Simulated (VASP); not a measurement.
Input:

```
ZnO
1.0
    3.26228     0.00000     0.00000
   -1.63114     2.82522     0.00000
    0.00000     0.00000     5.26227
Zn O
2 2
Cartesian
  1.63114   0.94174   2.63424
  0.00000   1.88348   0.00310
  1.63114   0.94174   4.62932
  0.00000   1.88348   1.99819
```

Level of theory: PBE0 hybrid, VASP's PBE PAW potentials (set 64) (plane waves; VASP 6.6.1). Settings: 400 eV cut-off, 6×6×3 Γ-centred mesh, Gaussian smearing of 0.010 eV, potentials Zn O.

At this cut-off the stress carries a Pulay error, which pulls relaxed volumes low.

**Question.** Give the stress tensor in GPa (positive for a compressed cell).

**Answer.** 
```
-5.42   0.00   0.00
 0.00  -5.42   0.00
 0.00   0.00  -5.61
```
The pressure is its mean diagonal, -5.48 GPa.

The structure comes from a computed database's ZnO entry; how it stands against other phases isn't given here. The cell was not relaxed at this level.
